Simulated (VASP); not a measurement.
All values below come from PBE GGA, VASP's PBE PAW potentials (set 64) (plane waves; VASP).

VASP ran on this input.

KPOINTS:
```
Regular mesh
0
gamma
  1 1 1
```

File POSCAR:
```
Zn26Se27
1.0
  0.0000000000   8.6099050440   8.6099050440
  8.6099050440   0.0000000000   8.6099050440
  8.6099050440   8.6099050440   0.0000000000
Zn Se
26 27
direct
  0.0000000000   0.0000000000   0.0000000000
  0.0000000000   0.0000000000   0.3333330000
  1.0000000000   1.0000000000   0.6666670000
  0.0000000000   0.3333330000   0.0000000000
  0.0000000000   0.3333330000   0.3333330000
  1.0000000000   0.3333330000   0.6666670000
  0.0000000000   0.6666670000   0.0000000000
  0.0000000000   0.6666670000   0.3333330000
  1.0000000000   0.6666670000   0.6666670000
  0.3333330000   0.0000000000   0.0000000000
  0.3333330000   0.0000000000   0.3333330000
  0.3333330000   1.0000000000   0.6666670000
  0.3333330000   0.3333330000   0.0000000000
  0.3333330000   0.3333330000   0.3333330000
  0.3333330000   0.6666670000   0.0000000000
  0.3333330000   0.6666670000   0.3333330000
  0.3333330000   0.6666670000   0.6666670000
  0.6666670000   0.0000000000   0.0000000000
  0.6666670000   0.0000000000   0.3333330000
  0.6666670000   1.0000000000   0.6666670000
  0.6666670000   0.3333330000   0.0000000000
  0.6666670000   0.3333330000   0.3333330000
  0.6666670000   0.3333330000   0.6666670000
  0.6666670000   0.6666670000   0.0000000000
  0.6666670000   0.6666670000   0.3333330000
  0.6666670000   0.6666670000   0.6666670000
  0.2500000000   0.2500000000   0.2500000000
  0.2473330000   0.2498430000   0.5816990000
  0.2500480000   0.2460370000   0.9212970000
  0.2500000000   0.5833330000   0.2500000000
  0.2486110000   0.5815330000   0.5893950000
  0.2500000000   0.5833330000   0.9166670000
  0.2500000000   0.9166670000   0.2500000000
  0.2500000000   0.9166670000   0.5833330000
  0.2500000000   0.9166670000   0.9166670000
  0.5833330000   0.2500000000   0.2500000000
  0.5820030000   0.2459500000   0.5830240000
  0.5833330000   0.2500000000   0.9166670000
  0.5833330000   0.5833330000   0.2500000000
  0.5833330000   0.5833330000   0.5833330000
  0.5833330000   0.5833330000   0.9166670000
  0.5833330000   0.9166670000   0.2500000000
  0.5833330000   0.9166670000   0.5833330000
  0.5833330000   0.9166670000   0.9166670000
  0.9166670000   0.2500000000   0.2500000000
  0.9166670000   0.2500000000   0.5833330000
  0.9166670000   0.2500000000   0.9166670000
  0.9166670000   0.5833330000   0.2500000000
  0.9166670000   0.5833330000   0.5833330000
  0.9166670000   0.5833330000   0.9166670000
  0.9166670000   0.9166670000   0.2500000000
  0.9166670000   0.9166670000   0.5833330000
  0.9166670000   0.9166670000   0.9166670000
```

### INCAR
```
SYSTEM = Zn26Se27
PREC = Normal
ENCUT = 400
EDIFF = 1E-5
NELM = 100
ALGO = Fast
LREAL = Auto
LASPH = .TRUE.
ISMEAR = 0
SIGMA = 0.05
GGA = PE
LMAXMIX = 4
LWAVE = .FALSE.
LCHARG = .FALSE.
NELMIN = 4
ISYM = 0
IBRION = 2
ISIF = 2
NSW = 60
EDIFFG = -0.03
```

POTCAR, in this order: Zn Se (PBE.64 set). Program: vasp_gam.

Output

### OUTCAR
```
 ion  position               nearest neighbor table
   1  0.000  0.000  0.000-  53 2.49  47 2.49  51 2.49  35 2.49
   2  0.000  0.000  0.333-  51 2.49  45 2.49  33 2.49  52 2.49
   3  0.000  0.000  0.667-  34 2.49  46 2.49  52 2.49  53 2.49
   4  0.000  0.333  0.000-  47 2.49  45 2.49  50 2.49  29 2.49
   5  0.000  0.333  0.333-  45 2.49  27 2.49  46 2.49  48 2.49
   6  0.000  0.333  0.667-  28 2.46  46 2.49  49 2.49  47 2.49
   7  0.000  0.667  0.000-  32 2.49  48 2.49  50 2.49  53 2.49
   8  0.000  0.667  0.333-  30 2.49  48 2.49  49 2.49  51 2.49
   9  0.000  0.667  0.667-  31 2.47  50 2.49  52 2.49  49 2.49
  10  0.333  0.000  0.000-  29 2.45  35 2.49  33 2.49  44 2.49
  11  0.333  0.000  0.333-  33 2.49  27 2.49  34 2.49  42 2.49
  12  0.333  0.000  0.667-  28 2.48  34 2.49  43 2.49  35 2.49
  13  0.333  0.333  0.000-  29 2.48  27 2.49  32 2.49  38 2.49
  14  0.333  0.333  0.333-  28 2.47  27 2.49  30 2.49  36 2.49
  15  0.333  0.667  0.000-  30 2.49  32 2.49  41 2.49  35 2.49
  16  0.333  0.667  0.333-  30 2.49  39 2.49  33 2.49  31 2.55
  17  0.333  0.667  0.667-  31 2.46  32 2.49  34 2.49  40 2.49
  18  0.667  0.000  0.000-  38 2.49  42 2.49  44 2.49  53 2.49
  19  0.667  0.000  0.333-  36 2.49  42 2.49  43 2.49  51 2.49
  20  0.667  0.000  0.667-  37 2.45  44 2.49  52 2.49  43 2.49
  21  0.667  0.333  0.000-  36 2.49  38 2.49  41 2.49  47 2.49
  22  0.667  0.333  0.333-  37 2.48  36 2.49  39 2.49  45 2.49
  23  0.667  0.333  0.667-  38 2.49  46 2.49  40 2.49  37 2.54
  24  0.667  0.667  0.000-  44 2.49  50 2.49  39 2.49  41 2.49
...
```

OSZICAR:
```
...
DAV:   2     0.102982429560E+04   -0.45896E+04   -0.44599E+04   568   0.486E+02
DAV:   3    -0.448908214090E+02   -0.10747E+04   -0.10078E+04   636   0.193E+02
DAV:   4    -0.158110773102E+03   -0.11322E+03   -0.11134E+03   640   0.636E+01
DAV:   5    -0.160904088547E+03   -0.27933E+01   -0.27824E+01   608   0.948E+00    0.241E+01
RMM:   6    -0.152354326433E+03    0.85498E+01   -0.25716E+01   568   0.118E+01    0.194E+01
RMM:   7    -0.151642926850E+03    0.71140E+00   -0.90989E+00   568   0.626E+00    0.661E+00
RMM:   8    -0.151855024236E+03   -0.21210E+00   -0.21244E+00   575   0.247E+00    0.344E+00
RMM:   9    -0.151853995747E+03    0.10285E-02   -0.45268E-01   595   0.149E+00    0.211E+00
RMM:  10    -0.151791999011E+03    0.61997E-01   -0.17494E-01   568   0.685E-01    0.111E+00
RMM:  11    -0.151783888967E+03    0.81100E-02   -0.29118E-02   568   0.496E-01    0.428E-01
RMM:  12    -0.151784759356E+03   -0.87039E-03   -0.78388E-03   568   0.177E-01    0.266E-01
RMM:  13    -0.151784776857E+03   -0.17502E-04   -0.18476E-03   577   0.720E-02    0.181E-01
RMM:  14    -0.151784958432E+03   -0.18157E-03   -0.15136E-03   568   0.736E-02    0.773E-02
RMM:  15    -0.151784941089E+03    0.17342E-04   -0.17570E-04   553   0.277E-02    0.495E-02
RMM:  16    -0.151784926287E+03    0.14802E-04   -0.85749E-05   443   0.142E-02    0.204E-02
RMM:  17    -0.151784935984E+03   -0.96973E-05   -0.24554E-05   363   0.825E-03
   1 F= -.15178494E+03 E0= -.15174645E+03  d E =-.151785E+03
       N       E                     dE             d eps       ncg     rms          rms(c)
DAV:   1    -0.151850240576E+03   -0.65314E-01   -0.19120E+01   608   0.789E+00    0.688E-01
RMM:   2    -0.151863155651E+03   -0.12915E-01   -0.13780E-01   568   0.740E-01    0.290E-01
RMM:   3    -0.151865128969E+03   -0.19733E-02   -0.19448E-02   572   0.267E-01    0.267E-01
RMM:   4    -0.151864600430E+03    0.52854E-03   -0.34639E-03   582   0.113E-01    0.165E-01
RMM:   5    -0.151864425233E+03    0.17520E-03   -0.85201E-04   568   0.536E-02    0.714E-02
RMM:   6    -0.151864435524E+03   -0.10291E-04   -0.41415E-04   568   0.372E-02    0.286E-02
RMM:   7    -0.151864439457E+03   -0.39326E-05   -0.60409E-05   427   0.153E-02
   2 F= -.15186444E+03 E0= -.15182593E+03  d E =-.795035E-01
       N       E                     dE             d eps       ncg     rms          rms(c)
DAV:   1    -0.151886347774E+03   -0.21912E-01   -0.33216E+01   608   0.104E+01    0.970E-01
RMM:   2    -0.151908592512E+03   -0.22245E-01   -0.23869E-01   568   0.102E+00    0.389E-01
RMM:   3    -0.151911412515E+03   -0.28200E-02   -0.31611E-02   568   0.358E-01    0.295E-01
RMM:   4    -0.151911094794E+03    0.31772E-03   -0.56216E-03   583   0.155E-01    0.224E-01
RMM:   5    -0.151910820311E+03    0.27448E-03   -0.12399E-03   568   0.683E-02    0.104E-01
RMM:   6    -0.151910832490E+03   -0.12180E-04   -0.66546E-04   568   0.487E-02    0.416E-02
RMM:   7    -0.151910837507E+03   -0.50162E-05   -0.89708E-05   463   0.188E-02
   3 F= -.15191084E+03 E0= -.15187231E+03  d E =-.125902E+00
       N       E                     dE             d eps       ncg     rms          rms(c)
DAV:   1    -0.151910960753E+03   -0.12826E-03   -0.72979E-01   624   0.155E+00    0.152E-01
RMM:   2    -0.151911472009E+03   -0.51126E-03   -0.54768E-03   568   0.148E-01    0.624E-02
RMM:   3    -0.151911547904E+03   -0.75895E-04   -0.76148E-04   568   0.543E-02    0.449E-02
RMM:   4    -0.151911542908E+03    0.49963E-05   -0.13615E-04   530   0.241E-02    0.332E-02
RMM:   5    -0.151911539043E+03    0.38654E-05   -0.30124E-05   378   0.104E-02
   4 F= -.15191154E+03 E0= -.15187301E+03  d E =-.126603E+00
       N       E                     dE             d eps       ncg     rms          rms(c)
DAV:   1    -0.151921241197E+03   -0.96983E-02   -0.30141E+00   592   0.327E+00    0.383E-01
RMM:   2    -0.151925488493E+03   -0.42473E-02   -0.47507E-02   568   0.395E-01    0.131E-01
RMM:   3    -0.151925992797E+03   -0.50430E-03   -0.57991E-03   568   0.151E-01    0.112E-01
RMM:   4    -0.151926044152E+03   -0.51355E-04   -0.89257E-04   580   0.634E-02    0.106E-01
RMM:   5    -0.151925983483E+03    0.60669E-04   -0.23535E-04   551   0.288E-02    0.461E-02
RMM:   6    -0.151925983304E+03    0.17943E-06   -0.97711E-05   473   0.194E-02
   5 F= -.15192598E+03 E0= -.15188744E+03  d E =-.144443E-01
       N       E                     dE             d eps       ncg     rms          rms(c)
DAV:   1    -0.151924234077E+03    0.17494E-02   -0.69250E+00   592   0.497E+00    0.586E-01
RMM:   2    -0.151933991942E+03   -0.97579E-02   -0.10977E-01   568   0.599E-01    0.201E-01
RMM:   3    -0.151935181375E+03   -0.11894E-02   -0.13467E-02   568   0.229E-01    0.168E-01
RMM:   4    -0.151935299632E+03   -0.11826E-03   -0.20731E-03   581   0.979E-02    0.157E-01
RMM:   5    -0.151935179215E+03    0.12042E-03   -0.54153E-04   566   0.441E-02    0.659E-02
RMM:   6    -0.151935181989E+03   -0.27738E-05   -0.20438E-04   556   0.280E-02    0.253E-02
RMM:   7    -0.151935182110E+03   -0.12064E-06   -0.27530E-05   382   0.106E-02
   6 F= -.15193518E+03 E0= -.15189664E+03  d E =-.236431E-01
       N       E                     dE             d eps       ncg     rms          rms(c)
DAV:   1    -0.151935051194E+03    0.13080E-03   -0.16006E-01   608   0.756E-01    0.913E-02
RMM:   2    -0.151935299785E+03   -0.24859E-03   -0.27614E-03   568   0.986E-02    0.335E-02
RMM:   3    -0.151935329806E+03   -0.30021E-04   -0.34081E-04   560   0.368E-02    0.299E-02
RMM:   4    -0.151935331191E+03   -0.13851E-05   -0.54245E-05   438   0.153E-02
   7 F= -.15193533E+03 E0= -.15189679E+03  d E =-.237921E-01
       N       E                     dE             d eps       ncg     rms          rms(c)
DAV:   1    -0.151938677015E+03   -0.33472E-02   -0.22926E+00   584   0.274E+00    0.308E-01
RMM:   2    -0.151942509807E+03   -0.38328E-02   -0.42863E-02   568   0.320E-01    0.107E-01
RMM:   3    -0.151942971469E+03   -0.46166E-03   -0.50485E-03   568   0.120E-01    0.955E-02
RMM:   4    -0.151942999605E+03   -0.28136E-04   -0.82957E-04   577   0.534E-02    0.805E-02
RMM:   5    -0.151942967852E+03    0.31753E-04   -0.20225E-04   523   0.250E-02    0.349E-02
RMM:   6    -0.151942968214E+03   -0.36212E-06   -0.80925E-05   414   0.130E-02
   8 F= -.15194297E+03 E0= -.15190442E+03  d E =-.763702E-02
       N       E                     dE             d eps       ncg     rms          rms(c)
DAV:   1    -0.151938261378E+03    0.47065E-02   -0.41821E+00   592   0.370E+00    0.420E-01
RMM:   2    -0.151945302089E+03   -0.70407E-02   -0.79245E-02   568   0.429E-01    0.145E-01
RMM:   3    -0.151946171381E+03   -0.86929E-03   -0.93203E-03   568   0.161E-01    0.127E-01
RMM:   4    -0.151946227849E+03   -0.56468E-04   -0.15173E-03   578   0.712E-02    0.106E-01
RMM:   5    -0.151946173970E+03    0.53879E-04   -0.37317E-04   567   0.342E-02    0.425E-02
RMM:   6    -0.151946179038E+03   -0.50678E-05   -0.13427E-04   438   0.172E-02    0.177E-02
RMM:   7    -0.151946174124E+03    0.49138E-05   -0.15588E-05   353   0.843E-03
   9 F= -.15194617E+03 E0= -.15190762E+03  d E =-.108429E-01
       N       E                     dE             d eps       ncg     rms          rms(c)
DAV:   1    -0.151945311344E+03    0.86769E-03   -0.15913E+00   600   0.228E+00    0.335E-01
RMM:   2    -0.151948796061E+03   -0.34847E-02   -0.39200E-02   568   0.330E-01    0.108E-01
RMM:   3    -0.151949169025E+03   -0.37296E-03   -0.45863E-03   568   0.124E-01    0.918E-02
RMM:   4    -0.151949195434E+03   -0.26409E-04   -0.75284E-04   578   0.544E-02    0.792E-02
RMM:   5    -0.151949161272E+03    0.34161E-04   -0.18561E-04   539   0.254E-02    0.324E-02
RMM:   6    -0.151949162016E+03   -0.74349E-06   -0.66901E-05   409   0.132E-02
  10 F= -.15194916E+03 E0= -.15191061E+03  d E =-.298789E-02
```

### OUTCAR
```
------------------------ aborting loop because EDIFF is reached ----------------------------------------
  FORCE on cell =-STRESS in cart. coord.  units (eV):
  Direction    XX          YY          ZZ          XY          YZ          ZX
  --------------------------------------------------------------------------------------
  Total        4.5138228      4.4749754      4.4753723     -0.0548376      0.0038323      0.0137762
  in kB        5.6653925      5.6166344      5.6171325     -0.0688278      0.0048101      0.0172908
  external PRESSURE =       5.6330531 kB  Pullay stress =       0.0000000 kB
  volume of cell :     1276.51
      direct lattice vectors                 reciprocal lattice vectors
     0.000000000  8.609905044  8.609905044    -0.058072650  0.058072650  0.058072650
     8.609905044  0.000000000  8.609905044     0.058072650 -0.058072650  0.058072650
     8.609905044  8.609905044  0.000000000     0.058072650  0.058072650 -0.058072650
  FREE ENERGIE OF THE ION-ELECTRON SYSTEM (eV)
  ---------------------------------------------------
  free  energy   TOTEN  =      -151.9491620159 eV

  energy  without entropy=     -151.8720497003  energy(sigma->0) =     -151.91060586

 reached required accuracy - stopping structural energy minimisation
```
(Selected blocks of OUTCAR.)

CONTCAR:
```
Zn26Se27
   1.00000000000000
     0.0000000000000000    8.6099050439999996    8.6099050439999996
     8.6099050439999996    0.0000000000000000    8.6099050439999996
     8.6099050439999996    8.6099050439999996    0.0000000000000000
  Zn              Se
    26    27
Direct
     0.0008889542932655    0.0008082182792659    0.9991570086630763
     0.0001731788934379    0.0000436441439717    0.3336677689918622
     0.0000805031286772    0.0001513933587739    0.6661413024489149
     0.0064066897815794    0.3303119639750994    0.9995444382472279
     0.9999918397421280    0.3327505520437304    0.3336330663062628
     0.0059988076635396    0.3305077354584772    0.6637193318262142
     0.0008895188909948    0.6656800022159193    0.9991528686526970
     0.0009125407800068    0.6656888448696426    0.3344116130147296
     0.0066585219083168    0.6658662851275243    0.6639823181610723
     0.3305385546415501    0.0058232995015991    0.9998916181869407
     0.3327600185318288    0.9999872812330305    0.3336281125179310
     0.3303980526664992    0.0064019658656695    0.6637477015139599
     0.3304627003168576    0.3303539042167664    0.9993022132076064
     0.3304113734200734    0.3304422852014507    0.3398406569381047
     0.3324442581610552    0.6667611716999086    0.0006533693020258
     0.3303037436076990    0.6655032041409493    0.3406914028230940
     0.3303185587798590    0.6657403280346388    0.6639089947258022
     0.6657132966542735    0.0008129623296760    0.9990923498564523
     0.6656987423355730    0.0008691202083905    0.3343292856198721
     0.6659734932060358    0.0064089376853933    0.6637075492603889
     0.6668740135613116    0.3323826104890547    0.0001790424157897
     0.6658438394747057    0.3302165876117601    0.3401232724698189
     0.6655851904526509    0.3301893903095233    0.6636096665023380
     0.6668352281506857    0.6666589923256909    0.0006764518764505
     0.6655637583731735    0.6655443607064180    0.3344475647692031
     0.6668786850046290    0.6666299993194607    0.6658281967818390
     0.2498016892262165    0.2498039186042679    0.2501925334736944
     0.2506239598043845    0.2511039589068058    0.5845713945976241
     0.2511113321354825    0.2504928989947316    0.9138148344635851
     0.2506980070578136    0.5825908343500337    0.2509214094074836
     0.2512907037927863    0.5785153196932445    0.5854945856565176
     0.2507399870051976    0.5825747295800526    0.9162311968616761
     0.2498970077241439    0.9162562926547894    0.2505360537792681
     0.2498568267149645    0.9165275790607275    0.5832977128032883
     0.2506609009429550    0.9169648465486687    0.9162637233257604
     0.5826362984964043    0.2506964753710536    0.2504572022952758
     0.5788168569523029    0.2510703182270230    0.5847361338527864
     0.5826363047588682    0.2506659512319312    0.9158528650577562
     0.5824796499063973    0.5823705382496719    0.2510203937266697
     0.5824854111676930    0.5823903821607026    0.5841307330859661
     0.5832718719976508    0.5832050981448328    0.9167679683645036
     0.5831768716718565    0.9165654139369492    0.2500948563107180
     0.5827622938899627    0.9168325109451992    0.5840842972084548
     0.5828047510752800    0.9169048057408917    0.9161885258681336
     0.9165865928017171    0.2498082508133567    0.2503276237594175
     0.9163675291242029    0.2498670759282685    0.5832889301457561
     0.9170769227762843    0.2506290284502991    0.9160735262395222
     0.9165976730476421    0.5831651093300010    0.2501860817249190
     0.9171819404820839    0.5826777285849274    0.5841709648511052
     0.9170591925760617    0.5825454968423039    0.9163103873899909
     0.9167228198948100    0.9166271015523308    0.2500768798242346
     0.9167370012425194    0.9166246181382682    0.5833254453561334
     0.9166445413138989    0.9166856776068771    0.9165985754900896
```

OUTCAR:
```
 val. band max:        1.3626201059   @ k =   0.0000   0.0000   0.0000

 cond. band min:       2.4682593157   @ k =   0.0000   0.0000   0.0000


 Fermi energy:         1.3768995366

 k-point     1 :       0.0000    0.0000    0.0000
  band No.  band energies     occupation
      1     -11.7309      2.00000
      2     -11.2683      2.00000
      3     -11.2574      2.00000
      4     -11.2555      2.00000
      5     -11.2547      2.00000
      6     -11.1811      2.00000
      7     -11.1807      2.00000
      8     -11.1797      2.00000
      9     -11.1605      2.00000
     10     -11.0716      2.00000
     11     -11.0703      2.00000
     12     -11.0151      2.00000
     13     -11.0136      2.00000
     14     -11.0125      2.00000
     15     -10.9202      2.00000
     16     -10.8710      2.00000
     17     -10.8705      2.00000
     18     -10.8649      2.00000
     19     -10.8637      2.00000
     20     -10.8633      2.00000
     21     -10.8092      2.00000
     22     -10.8076      2.00000
     23     -10.8062      2.00000
     24     -10.6000      2.00000
     25     -10.5285      2.00000
     26     -10.5255      2.00000
     27     -10.5226      2.00000
     28      -5.2809      2.00000
     29      -5.2808      2.00000
     30      -5.2804      2.00000
     31      -5.2516      2.00000
     32      -5.2514      2.00000
     33      -5.2418      2.00000
     34      -5.2376      2.00000
     35      -5.2376      2.00000
     36      -5.2373      2.00000
     37      -5.2350      2.00000
     38      -5.2345      2.00000
     39      -5.2337      2.00000
     40      -5.2274      2.00000
     41      -5.2272      2.00000
     42      -5.2272      2.00000
     43      -5.1977      2.00000
     44      -5.1976      2.00000
     45      -5.1975      2.00000
     46      -5.1936      2.00000
     47      -5.1934      2.00000
     48      -5.1843      2.00000
     49      -5.1841      2.00000
     50      -5.1840      2.00000
     51      -5.1753      2.00000
...
```

The supercell is sampled at Γ alone, which is coarse: total energies, pressure and levels can be off, energies of defects by several tenths of an eV.

The cell is a supercell with a defect, built from a database entry that may be metastable or hypothetical: vac_Zn. The run is not spin-polarised, so no state with unpaired spins was tried.
